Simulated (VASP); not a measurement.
Data:

```
Si
1.0
    0.00000     2.75480     2.75480
    2.75480     0.00000     2.75480
    2.75480     2.75480     0.00000
Si
2
Direct
  0.00000   0.00000   0.00000
  0.25000   0.25000   0.25000
```

These are rev-vdW-DF2, VASP's PBE PAW potentials (set 64) (plane waves; VASP) values and carry that method's errors. Settings: 520 eV cut-off, 8×8×8 Γ-centred mesh, Gaussian smearing of 0.050 eV, potentials Si.

**Question.** Give the stress tensor in GPa (positive for a compressed cell).

**Answer.** 
```
-2.51   0.00   0.00
 0.00  -2.51   0.00
 0.00   0.00  -2.51
```
The pressure is its mean diagonal, -2.51 GPa.

The compound is Si in the diamond structure. This cell is one point of a volume scan, at 1.03 of the reference volume.
